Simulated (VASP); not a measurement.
Output of a VASP run:

File OUTCAR:
```
 ion  position               nearest neighbor table
   1  0.333  0.667  0.250-   2 3.24   2 3.24   2 3.24   2 3.24   2 3.24   2 3.24
   2  0.667  0.333  0.750-   1 3.24   1 3.24   1 3.24   1 3.24   1 3.24   1 3.24
  LATTYP: Found a hexagonal cell.
 ALAT       =     3.3223706025
 C/A-ratio  =     1.5749325326
 Subroutine PRICEL returns:
 Original cell was already a primitive cell.
 Subroutine GETGRP returns: Found 24 space group operations
The static configuration has the point symmetry D_3d.
 The point group associated with its full space group is D_6h.
The dynamic configuration has the point symmetry D_3d.
 Subroutine INISYM returns: Found 24 space group operations
 Subroutine IBZKPT returns following result:
 Found     84 irreducible k-points:

 Following reciprocal coordinates:
            Coordinates               Weight
  0.000000  0.000000  0.000000      1.000000
  0.076923  0.000000  0.000000      6.000000
  0.153846 -0.000000  0.000000      6.000000
  0.230769  0.000000  0.000000      6.000000
  0.307692 -0.000000  0.000000      6.000000
  0.384615  0.000000  0.000000      6.000000
  0.461538  0.000000  0.000000      6.000000
  0.076923  0.076923  0.000000      6.000000
  0.153846  0.076923  0.000000     12.000000
  0.230769  0.076923  0.000000     12.000000
  0.307692  0.076923  0.000000     12.000000
  0.384615  0.076923  0.000000     12.000000
  0.461538  0.076923  0.000000      6.000000
  0.153846  0.153846  0.000000      6.000000
  0.230769  0.153846  0.000000     12.000000
  0.307692  0.153846  0.000000     12.000000
  0.384615  0.153846  0.000000     12.000000
  0.230769  0.230769  0.000000      6.000000
  0.307692  0.230769  0.000000     12.000000
  0.384615  0.230769  0.000000      6.000000
  0.307692  0.307692  0.000000      6.000000
  0.000000  0.000000  0.142857      2.000000
  0.076923  0.000000  0.142857     12.000000
  0.153846 -0.000000  0.142857     12.000000
  0.230769  0.000000  0.142857     12.000000
  0.307692 -0.000000  0.142857     12.000000
  0.384615  0.000000  0.142857     12.000000
  0.461538  0.000000  0.142857     12.000000
  0.076923  0.076923  0.142857     12.000000
  0.153846  0.076923  0.142857     24.000000
  0.230769  0.076923  0.142857     24.000000
  0.307692  0.076923  0.142857     24.000000
  0.384615  0.076923  0.142857     24.000000
  0.461538  0.076923  0.142857     12.000000
  0.153846  0.153846  0.142857     12.000000
  0.230769  0.153846  0.142857     24.000000
  0.307692  0.153846  0.142857     24.000000
  0.384615  0.153846  0.142857     24.000000
  0.230769  0.230769  0.142857     12.000000
  0.307692  0.230769  0.142857     24.000000
   k-points           NKPTS =     84   k-points in BZ     NKDIM =     84   number of bands    NBANDS=     15
   number of dos      NEDOS =    301   number of ions     NIONS =      2
   total plane-waves  NPLWV =  23040
   dimension x,y,z NGX =    24 NGY =   24 NGZ =   40
   dimension x,y,z NGXF=    48 NGYF=   48 NGZF=   80
   ions per type =               2
   PREC   = accura    normal or accurate (medium, high low for compatibility)
   ISTART =      0    job   : 0-new  1-cont  2-samecut
   ICHARG =      2    charge: 1-file 2-atom 10-const
   ISPIN  =      1    spin polarized calculation?
   LNONCOLLINEAR =      F non collinear calculations
   LSORBIT =      F    spin-orbit coupling
   INIWAV =      1    electr: 0-lowe 1-rand  2-diag
   ENCUT  =  500.0 eV  36.75 Ry    6.06 a.u.   6.06  6.06  9.54*2*pi/ulx,y,z
   NELM   =    100;   NELMIN=  2; NELMDL= -5     # of ELM steps
   EDIFF  = 0.1E-05   stopping-criterion for ELM
   LREAL  =      F    real-space projection
   NLSPLINE    = F    spline interpolate recip. space projectors
   LMAXMIX     =    4 max onsite mixed and CHGCAR
   VOSKOWN=      0    Vosko Wilk Nusair interpolation
   EDIFFG = -.2E-01   stopping-criterion for IOM
   NSW    =     40    number of steps for IOM
...
```

### OSZICAR
```
       N       E                     dE             d eps       ncg     rms          rms(c)
DAV:   1     0.898894740439E+02    0.89889E+02   -0.11861E+04  2520   0.141E+03
DAV:   2    -0.648332106298E+01   -0.96373E+02   -0.95333E+02  3096   0.290E+02
DAV:   3    -0.137114018613E+02   -0.72281E+01   -0.71664E+01  4640   0.489E+01
DAV:   4    -0.138392918734E+02   -0.12789E+00   -0.12788E+00  2700   0.739E+00
DAV:   5    -0.138427121272E+02   -0.34203E-02   -0.34202E-02  3573   0.845E-01    0.378E+01
DAV:   6    -0.136273410120E+02    0.21537E+00   -0.34131E-01  2564   0.441E+00    0.233E+01
DAV:   7    -0.136335823776E+02   -0.62414E-02   -0.69542E-01  3758   0.540E+00    0.198E+00
DAV:   8    -0.136227700767E+02    0.10812E-01   -0.12096E-01  3064   0.236E+00    0.624E-01
DAV:   9    -0.136232244418E+02   -0.45437E-03   -0.63964E-03  3217   0.676E-01    0.391E-01
DAV:  10    -0.136231489090E+02    0.75533E-04   -0.32357E-04  3627   0.116E-01    0.331E-02
DAV:  11    -0.136231494522E+02   -0.54321E-06   -0.26783E-05  3089   0.404E-02    0.171E-02
DAV:  12    -0.136231495713E+02   -0.11915E-06   -0.32644E-06  2412   0.190E-02
   1 F= -.10501198E+02 E0= -.10501689E+02  d E =-.105012E+02
       N       E                     dE             d eps       ncg     rms          rms(c)
DAV:   1    -0.136208403295E+02    0.23091E-02   -0.11572E-01  2555   0.277E+00    0.279E-01
DAV:   2    -0.136190885559E+02    0.17518E-02   -0.45571E-03  2835   0.502E-01    0.156E-01
DAV:   3    -0.136184354972E+02    0.65306E-03   -0.26373E-03  3171   0.362E-01    0.922E-02
DAV:   4    -0.136184604658E+02   -0.24969E-04   -0.14181E-04  2955   0.843E-02    0.513E-02
DAV:   5    -0.136184676781E+02   -0.72123E-05   -0.44282E-05  3477   0.416E-02    0.112E-02
DAV:   6    -0.136184676464E+02    0.31715E-07   -0.15038E-06  1963   0.933E-03
   2 F= -.10501678E+02 E0= -.10502278E+02  d E =-.480557E-03
       N       E                     dE             d eps       ncg     rms          rms(c)
DAV:   1    -0.136159601075E+02    0.25076E-02   -0.68288E-02  2548   0.213E+00    0.216E-01
DAV:   2    -0.136149193720E+02    0.10407E-02   -0.27060E-03  2835   0.387E-01    0.119E-01
DAV:   3    -0.136145301206E+02    0.38925E-03   -0.15793E-03  3179   0.280E-01    0.695E-02
DAV:   4    -0.136145445270E+02   -0.14406E-04   -0.84667E-05  2948   0.650E-02    0.392E-02
DAV:   5    -0.136145491992E+02   -0.46722E-05   -0.25456E-05  3408   0.317E-02    0.867E-03
DAV:   6    -0.136145491985E+02    0.76443E-09   -0.82011E-07  1521   0.726E-03
   3 F= -.10501752E+02 E0= -.10502410E+02  d E =-.554200E-03
```

File OUTCAR:
```
------------------------ aborting loop because EDIFF is reached ----------------------------------------
  FORCE on cell =-STRESS in cart. coord.  units (eV):
  Direction    XX          YY          ZZ          XY          YZ          ZX
  --------------------------------------------------------------------------------------
  Total        3.1508805      3.1508814      3.1500269      0.0000000      0.0000000      0.0000000
  in kB      101.2234404    101.2234672    101.1960159      0.0000000      0.0000000      0.0000000
  external PRESSURE =       1.2143079 kB  Pullay stress =     100.0000000 kB
  volume of cell :       49.87
      direct lattice vectors                 reciprocal lattice vectors
     1.654782154 -2.866167146  0.000000000     0.302154576 -0.174449003  0.000000000
     1.654782154  2.866167146 -0.000000000     0.302154576  0.174449003 -0.000000000
     0.000000000  0.000000000  5.257618724     0.000000000  0.000000000  0.190200175
 POSITION                                       TOTAL-FORCE (eV/Angst)
 -----------------------------------------------------------------------------------
      1.65478      0.95539      1.31440         0.000000      0.000000      0.000000
      1.65478     -0.95539      3.94321        -0.000000     -0.000000      0.000000
 -----------------------------------------------------------------------------------
    total drift:                               -0.000039      0.000472     -0.000010
  FREE ENERGIE OF THE ION-ELECTRON SYSTEM (eV)
  ---------------------------------------------------
  free  energy   TOTEN  =       -13.6145491985 eV

  energy  without entropy=      -13.6165229078  energy(sigma->0) =      -13.61520710
  enthalpy is  TOTEN    =       -10.5017518785 eV   P V=        3.1127973199

 reached required accuracy - stopping structural energy minimisation
```
(Selected blocks of OUTCAR.)

POSCAR:
```
Y
1
    1.6611851704    -2.8772574181    -0.0000000000
    1.6611851704     2.8772574181     0.0000000000
    0.0000000000    -0.0000000000     5.2325095474
Y
2
Direct
  0.3333330000   0.6666670000   0.2500000000
  0.6666670000   0.3333330000   0.7500000000
```

**Question.** Reconstruct the remaining input files.

**Answer.** Several could match; the one computed here: the input of the run itself, LDA (Ceperley-Alder, Perdew-Zunger), plane waves, VASP's LDA PAW potentials (set 64).

File KPOINTS:
```
Automatic
0
Gamma
  13 13 7
```

**INCAR**
```
IBRION=2   # conjugate gradients
LCHARG=.FALSE.
PREC=Accurate
SYSTEM=Y
EDIFF=1E-6
EDIFFG=-0.02   # ionic stop
ENCUT=500
ISMEAR=1
PSTRESS=100   # kbar
ISIF=3   # ions, shape and volume
LASPH=.TRUE.   # aspherical one-centre terms
NELM=100
ALGO=Normal   # blocked Davidson
NSW=40   # most ionic steps
LREAL=.FALSE.   # projection in real space or not
LMAXMIX=4   # l cut-off of mixed one-centre charges
SIGMA=0.1
LWAVE=.FALSE.
```

POTCAR, in this order: Y_sv (LDA.64 set). Program: vasp_std.

The compound is Y in the hcp structure. This run relaxes it under an external pressure of 10 GPa. Symmetry was kept, so distortions that lower it aren't found.
